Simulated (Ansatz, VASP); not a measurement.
## MoF2 (1T MoF2 monolayer) in two plane-wave programs

Aim: how closely do two programs agree when they are given the same cell, functional and k mesh? Of the first pair: The structure shown is the start of the Ansatz relaxation below; VASP solves that cell, so the two are compared at the walk's first step.

Program: Ansatz 0.2.0. Level of theory: plane waves, with VASP 6.6.1 beside it; single point at PBE, DFT+U. Results are calculated unless marked as measured.

## (1) Set-up

The cell holds 3 atoms: 1 Mo and 2 F. Cell: a = 2.798 Å, b = 2.798 Å, c = 15.430 Å, α = 90.0°, β = 90.0°, γ = 120.0°. As first built, before any earlier steps moved the atoms (in the runner's words): own sheet built from covalent radii; start for a relaxation. Vacuum lies along c.

## (2) Ansatz: relaxation, PBE, DFT+U

Ansatz runs on its default PAW (the set named soft_2) files.

The two programs are compared at the cell with which this relaxation starts, whose forces are those of its first step.

Input file input.yaml:

```yaml
crystal:
  lattice:
    - [2.7981081461, 0.0, 0.0]
    - [-1.399054073, 2.423232737, 0.0]
    - [0.0, 0.0, 15.43]
  atoms:
    - { symbol: Mo, position: [0.0, 0.0, 0.5], spin: 2.0 }
    - { symbol: F, position: [0.3333333333, 0.6666666667, 0.5952639598] }
    - { symbol: F, position: [0.6666666667, 0.3333333333, 0.4047360402] }
magnetization:
  spin_polarized: true
kpoints:
  mp_grid: { grid: [10, 10, 1] }
scf:
  occupations: { method: fermi_dirac, width: 0.05 }
  max_iter: 100
hamiltonian:
  xc: pbe
  hubbard: { sites: [{ species: Mo, l: d, u_eff: 2.0 }] }
relax:
  adjacent_minimum: "off"
  f_tol: 0.01
  max_steps: 60
  cell: { fix: [c, alpha, beta] }
```

Launch:

```sh
$ ansatz run input.yaml --threads 4 --pin off --max-ram 10240MiB --backend cpu --events-out ev --progress --plain --runs-dir out
```

Numbers of over 12 decimals in the logs are rounded to 6 here.

The log of the run:

```text
Mo: projections on atomic orbitals take those of the free atom [Ar 3d10] 4s2 4p6 4d5 5s1, of charge +0.00 (hamiltonian.pseudopotentials.projection_atoms); the dataset's partial waves leave at most 6.0e-6 of an orbital's norm unspanned inside its sphere
F: projections on atomic orbitals take those of the free atom [He] 2s2 2p5, of charge +0.00 (hamiltonian.pseudopotentials.projection_atoms); the dataset's partial waves leave at most 1.6e-8 of an orbital's norm unspanned inside its sphere
Engine: ansatz 0.2.0, aarch64-unknown-linux-gnu
Pseudopotentials: kind: paw
Pseudopotential: Mo, paw, valence charge 14, recommended cutoff 420 eV (normal), Mo.paw.azcp
Pseudopotential: F, paw, valence charge 7, recommended cutoff 420 eV (normal), F.paw.azcp
Functional definition: PBE
  parameter kappa = 0.804
  parameter beta = 0.066725
  exchange = pbe_x(kappa = kappa, mu = beta*pi^2/3)
  correlation = pbe_c(beta = beta)
Crystal: 3 atoms, lattice volume = 104.623 Å³
Basis set: ecut = 420 eV, 2067 PW (Γ), exchange–correlation on 40×40×216 points (8 copies of the dense FFT grid, shifted against one another)
Bands: 19, of which v1, the nominal top of the filled ones, is band 14 counted from 1 (13 counted from 0)
Symmetry: 12 space group operations
Space group: P-3m1 (ITA 164), of the structure as read, at distance tolerance 4.7e-5 Å
Magnetic group: BNS 164.85 (UNI 1315), of the structure as read, at distance tolerance 4.7e-5 Å
k-points: 14 of 100
Non-local potential: Mo, projectors of the file, l = 0: 3, l = 1: 2, l = 2: 2, l = 3: 1
Non-local potential: F, projectors of the file, l = 0: 2, l = 1: 2, l = 2: 1
PAW form: soft (Blöchl's): semilocal exchange-correlation on the pseudo side does not see the compensation charge
PAW one-centre angular grid: Mo, 590 points (default); XC on 64 Gauss nodes
PAW one-centre angular grid: F, 110 points (default); XC on 64 Gauss nodes
Initial density: superposition of atomic densities (neutral atoms: chi_scale 0, normalization atom)
Starting moments: Σ|m| = 2 μB on 1 of 3 sites
Initial wavefunctions: pseudopotential atomic-orbital guess
Functional: x = pbe(κ = 0.804, μ = 0.219515), c = pbe(β = 0.066725)
SCF iter   1: F=—  HF=-6570.386008 eV  |F-HF|=—  |Δ(HF+E_count)|=         —  Δρ=4.63e-2 (↑4.63e-2 ↓3.68e-2)  dr2=6.03e0  dr2_m=1.91e-1  M=0.984 μB ∫|m|=1.026 μB  β_m=0.30  ethr=3.10e-3  ⟨swp⟩=7.6  Hψ=2966  notcnv=0
preconditioner: auto → none  [metal: Δε(μ)=0.059 eV  Ē_g=11.082 eV  σ=0.050 eV  W_gap=0.29  n_scr=10 (ndim 8)  ℏωp=14.5 eV  f_vac=0.645  D(μ)=3.00/eV (n_scr^D=10)  sad-step TF]
SCF iter   2: F=—  HF=-6569.539168 eV  |F-HF|=—  |Δ(HF+E_count)|=   8.47e-1  Δρ=2.97e-2 (↑2.97e-2 ↓1.96e-2)  dr2=1.38e0  dr2_m=1.94e-1  M=0.676 μB ∫|m|=0.819 μB  β_m=0.30  ethr=3.10e-3  ⟨swp⟩=2.9  Hψ=1208  notcnv=0  defer=11
SCF iter   3: F=—  HF=-6569.498621 eV  |F-HF|=—  |Δ(HF+E_count)|=   4.05e-2  Δρ=1.72e-2 (↑1.72e-2 ↓1.32e-2)  dr2=1.39e-1  dr2_m=1.25e-1  M=0.560 μB ∫|m|=0.711 μB  β_m=0.30  ethr=3.10e-3  ⟨swp⟩=3.5  Hψ=1196  notcnv=0  defer=10
SCF iter   4: F=—  HF=-6569.646121 eV  |F-HF|=—  |Δ(HF+E_count)|=   1.47e-1  Δρ=1.15e-2 (↑1.15e-2 ↓1.11e-2)  dr2=1.91e-2  dr2_m=1.05e-1  M=0.407 μB ∫|m|=0.550 μB  β_m=0.30  ethr=4.97e-4  ⟨swp⟩=2.8  Hψ=954  notcnv=0  defer=8
SCF iter   5: F=—  HF=-6569.758879 eV  |F-HF|=—  |Δ(HF+E_count)|=   1.13e-1  Δρ=9.77e-3 (↑9.06e-3 ↓9.77e-3)  dr2=3.05e-3  dr2_m=8.41e-2  M=0.292 μB ∫|m|=0.420 μB  β_m=0.30  ethr=6.84e-5  ⟨swp⟩=2.5  Hψ=970  notcnv=0  defer=8
SCF iter   6: F=—  HF=-6569.830956 eV  |F-HF|=—  |Δ(HF+E_count)|=   7.21e-2  Δρ=8.49e-3 (↑8.49e-3 ↓8.27e-3)  dr2=3.09e-4  dr2_m=6.72e-2  M=0.201 μB ∫|m|=0.309 μB  β_m=0.30  ethr=1.09e-5  ⟨swp⟩=2.4  Hψ=1040  notcnv=0  defer=6
SCF iter   7: F=—  HF=-6569.880323 eV  |F-HF|=—  |Δ(HF+E_count)|=   4.94e-2  Δρ=6.76e-3 (↑6.76e-3 ↓6.75e-3)  dr2=4.72e-5  dr2_m=4.37e-2  M=0.163 μB ∫|m|=0.249 μB  β_m=0.30  ethr=1.11e-6  ⟨swp⟩=2.9  Hψ=1030  notcnv=0  defer=6
SCF iter   8: F=—  HF=-6569.909570 eV  |F-HF|=—  |Δ(HF+E_count)|=   2.92e-2  Δρ=5.07e-3 (↑5.03e-3 ↓5.07e-3)  dr2=1.04e-5  dr2_m=2.45e-2  M=0.154 μB ∫|m|=0.222 μB  β_m=0.30  ethr=1.68e-7  ⟨swp⟩=3.2  Hψ=1132  notcnv=0  defer=6
SCF iter   9: F=—  HF=-6569.925862 eV  |F-HF|=—  |Δ(HF+E_count)|=   1.63e-2  Δρ=4.11e-3 (↑4.11e-3 ↓4.00e-3)  dr2=5.13e-5  dr2_m=1.58e-2  M=0.133 μB ∫|m|=0.188 μB  β_m=0.30  ethr=3.71e-8  ⟨swp⟩=3.2  Hψ=1359  notcnv=0  defer=6
Mixer restart at iter 9: flushing history
spin-set hold released at iteration 9 (site moments contracting): the magnetisation degrees of freedom join the quasi-Newton model from the next iteration; the mixer history was flushed
[...]
Crystal: 3 atoms, lattice volume = 104.267 Å³
[...]
preconditioner: auto → none  [insulator: Δε(μ)=0.450 eV  Ē_g=13.709 eV  σ=0.050 eV  W_gap=0.85  n_scr=10 (ndim 8)  ℏωp=16.3 eV  f_vac=0.661  D(μ)=0.69/eV (n_scr^D=4)  ε∞_Penn≈2.4]
[...]
SCF iter   8: F=-6569.959897 eV  HF=-6569.959897 eV  |F-HF|=1.28e-10  |Δ(HF+E_count)|=   5.97e-9  Δρ=9.20e-7 (↑6.27e-7 ↓9.20e-7)  dr2=1.02e-9  dr2_m=4.03e-10  M=-0.000 μB ∫|m|=0.000 μB  β_m=0.95  ethr=5.57e-12  ⟨swp⟩=1.5  Hψ=1809  notcnv=0
iter 9 did not close the SCF: its close was put off for a magnetic moment that had not settled (scf_convergence_deferred on its scf_iter line)
SCF iter   9: F=-6569.959897 eV  HF=-6569.959897 eV  |F-HF|=9.37e-11  |Δ(HF+E_count)|=   1.35e-9  Δρ=2.43e-7 (↑2.43e-7 ↓2.14e-7)  dr2=1.23e-11  dr2_m=4.69e-11  M=-0.000 μB ∫|m|=0.000 μB  β_m=0.97  ethr=3.66e-12  ⟨swp⟩=1.4  Hψ=1593  notcnv=0
SCF iter  10: F=-6569.959897 eV  HF=-6569.959897 eV  |F-HF|=1.46e-11  |Δ(HF+E_count)|=  2.44e-10  Δρ=8.34e-8 (↑8.34e-8 ↓7.91e-8)  dr2=1.87e-12  dr2_m=5.19e-12  M=-0.000 μB ∫|m|=0.000 μB  ethr=1.00e-12  ⟨swp⟩=1.0  Hψ=1551  notcnv=0
the starting moments were not kept: the SCF closed with an absolute magnetisation of 6.3e-6 μB, where they sum to 2 μB in size (1 site). That is at most 0.1 of that sum. Measured as dr2_m measures the in/out step, that magnetisation stands 1.5e-11 eV from none, at or under the dr2_threshold of 6.7e-8 eV: it is no larger than a step whose dr2_m would equal this threshold.
SCF 3 converged in 10 iterations: F = -6569.959897 eV  dr2 = 1.87e-12
relax step   3: F+E_penalty+E_count = -6569.95989679 eV  Δ(F+E_penalty+E_count) = +1.899e-4 eV  max|allowed force component| = 2.228e-4 eV/Å  Δτ_max = 0.0032 Å  P = +0.001 GPa  Ω = 104.267 Å³  energy of the carried Pulay correction = +5.237e-4 eV  fix = [c, alpha, beta]  reactions: c +0.006 GPa  (10 SCF iters, dr2 threshold 6.70e-8 eV, accepted)
Initial wavefunctions: pseudopotential atomic-orbital guess (no wavefunctions were taken with the density)
iter 1 solved again at ethr=5.99e-8 eV; its pass at ethr=3.10e-3 eV (dr2=1.68e-5 eV) is discarded
SCF iter   1: F=—  HF=-6569.959308 eV  |F-HF|=—  |Δ(HF+E_count)|=         —  Δρ=1.35e-5 (↑1.35e-5 ↓1.34e-5)  dr2=1.11e-7  dr2_m=5.47e-12  M=-0.000 μB ∫|m|=0.000 μB  β_m=0.30  ethr=5.99e-8  ⟨swp⟩=4.7  Hψ=5256  notcnv=0
preconditioner: auto → none  [insulator: Δε(μ)=0.454 eV  Ē_g=13.709 eV  σ=0.050 eV  W_gap=0.85  n_scr=10 (ndim 8)  ℏωp=16.3 eV  f_vac=0.661  D(μ)=0.69/eV (n_scr^D=4)  ε∞_Penn≈2.4]
SCF iter   2: F=—  HF=-6569.959312 eV  |F-HF|=—  |Δ(HF+E_count)|=   4.44e-6  Δρ=8.08e-6 (↑8.08e-6 ↓8.08e-6)  dr2=3.98e-8  dr2_m=3.96e-12  M=-0.000 μB ∫|m|=0.000 μB  β_m=0.42  ethr=3.97e-10  ⟨swp⟩=2.5  Hψ=988  notcnv=0
SCF iter   3: F=—  HF=-6569.959312 eV  |F-HF|=—  |Δ(HF+E_count)|=   3.79e-8  Δρ=4.17e-6 (↑4.17e-6 ↓4.16e-6)  dr2=1.49e-8  dr2_m=2.31e-12  M=-0.000 μB ∫|m|=0.000 μB  β_m=0.44  ethr=1.42e-10  ⟨swp⟩=2.8  Hψ=764  notcnv=0
SCF iter   4: F=—  HF=-6569.959312 eV  |F-HF|=—  |Δ(HF+E_count)|=   9.75e-9  Δρ=6.97e-7 (↑6.90e-7 ↓6.97e-7)  dr2=5.23e-10  dr2_m=1.19e-12  M=-0.000 μB ∫|m|=0.000 μB  β_m=0.47  ethr=5.33e-11  ⟨swp⟩=2.0  Hψ=802  notcnv=0
SCF iter   5: F=-6569.959312 eV  HF=-6569.959312 eV  |F-HF|=4.37e-11  |Δ(HF+E_count)|=  5.33e-10  Δρ=1.59e-7 (↑1.57e-7 ↓1.59e-7)  dr2=2.58e-11  dr2_m=7.48e-13  M=-0.000 μB ∫|m|=0.000 μB  ethr=1.00e-12  ⟨swp⟩=6.1  Hψ=3155  notcnv=0
the starting moments were not kept: the SCF closed with an absolute magnetisation of 2.7e-6 μB, where they sum to 2 μB in size (1 site). That is at most 0.1 of that sum. Measured as dr2_m measures the in/out step, that magnetisation stands 3.4e-12 eV from none, at or under the dr2_threshold of 3.0e-11 eV: it is no larger than a step whose dr2_m would equal this threshold.
SCF 4 converged in 5 iterations: F = -6569.959312 eV  dr2 = 2.58e-11
relax step   4: F+E_penalty+E_count = -6569.95931223 eV  Δ(F+E_penalty+E_count) = +5.846e-4 eV  max|allowed force component| = 1.865e-4 eV/Å  Δτ_max = 0.0000 Å  P = -0.010 GPa  Ω = 104.267 Å³  fix = [c, alpha, beta]  reactions: c +0.001 GPa  stress off target by 1.46e-2 GPa on what of the cell is left free  SCF on the basis re-selected at this cell (its energy is not comparable with the rows above)  (5 SCF iters)
basis re-selected at this cell: Δ(F+E_penalty+E_count) = +5.846e-4 eV, ΔP = -0.010 GPa vs the last step (what re-selecting the basis moved, of the pressure what is left beyond the Pulay correction that the steps carried, after the strain that the cell walked since its last selection, with what the two solves' SCF thresholds leave and, on support functions, any second-order correction that the steps lacked; it is no m [...]
SCF converged after 5 iterations
Magnetization: -0.0000 μB (14.0000 up, 14.0000 down)
Absolute magnetization: 0.0000 μB (∫|ρ↑−ρ↓|, with the PAW one-centre terms)
Spin contamination: 0.0000 ħ² per cell (⟨S²⟩ above its minimum at these occupations)
Per-site moments (μB) at R_I (Å): [(-1.4703094507226782e-6, 0.901199), (7.792462024631578e-8, 0.901199), (7.792462016140682e-8, 0.901199)]
Free energy (F): -6569.959312 eV
Harris-Foulkes:  -6569.959312 eV  (|F-HF|=4.37e-11)
Internal energy: -6569.953207 eV  (E = F + TS)
E sigma→0 (E₀):  -6569.956260 eV
Entropy (-TS):   -0.006105 eV (-2.035 meV/atom)
Fermi energy:    1.244030 eV
--- Per-component energies (eV) ---
  E_band       = -517.163696
  E_kinetic    = 853.905050
  E_local      = -16951.540148  (includes V_loc(G=0)·N_el)
  E_nonlocal   = 291.304005
  E_hartree    = 7998.730095
  E_xc         = -341.571400
  E_vxc        = -431.595570  (∫ρ·V_xc dr)
  E_hubbard    = 1.905884  (on-site DFT+U / exact-exchange correction)
  E_vhub       = -0.975955  (the Hubbard potential's part of the band-sum identity)
  E_paw        = -3602.199378  (= ΣΔE_a)
  E_vpaw       = -275.725387  (= ΣTr[D̂ρ^β])
  E_aug_tail   = 0.004135  (compensation charges beyond the density's cutoff)
  E_ewald      = 5179.508551
  E_smearing   = -0.006105  (= −TS)
  E_closure    = -0.000000  (closes the sum)
  Σ components = -6569.959312   (vs F -6569.959312, Δ=0.00e0)
--- Forces (eV/Å), atoms counted from 1 ---
  atom   1  Mo    -0.00000000     0.00000000     0.00000000
  atom   2  F      0.00000000    -0.00000000     0.00018649
  atom   3  F      0.00000000     0.00000000    -0.00018649
  max |Σ_I F_I| component: 2.78e-17 eV/Å
--- Stress (GPa, compression-positive) ---
       -0.014632      -0.000000       0.000000
       -0.000000      -0.014632       0.000000
        0.000000       0.000000       0.000667
  P = ⅓ Tr σ = -0.0095 GPa (-0.095 kbar)
Occupation matrices written to <dir>
--- Relaxed structure (3 steps of the walk, 3 accepted, 1 SCFs on fresh bases) ---
  F+E_penalty+E_count = -6569.95931223 eV   max|allowed force component| = 1.865e-4 eV/Å   (the final SCF, on the basis selected at the relaxed cell)
  cell:  # Å, volume = 104.2668 Å³
    - [2.793347, -2.8818391204784893e-11, 0]
    - [-1.396673, 2.419109, 0]
    - [0, 0, 15.43]
  atoms:
    - { symbol: Mo, position: [0, 0, 0.500000] }
    - { symbol: F, position: [0.333333, 0.666667, 0.595515] }
    - { symbol: F, position: [0.666667, 0.333333, 0.404485] }
```

(Part 1 of 3 ends here.)

[Lines on the potential files, build, host, timing and source positions are cut from VASP's logs without a mark.]

[Logs are printed without paths, hosts, clocks, repeated set-up lines and the standing remarks that a program may print on its own settings, such as how far it seeks lower states.]

[Hosts, paths, dates, database ids (printed as entryN), source tags and the programs' standing remarks are cut or masked in the printed files.]
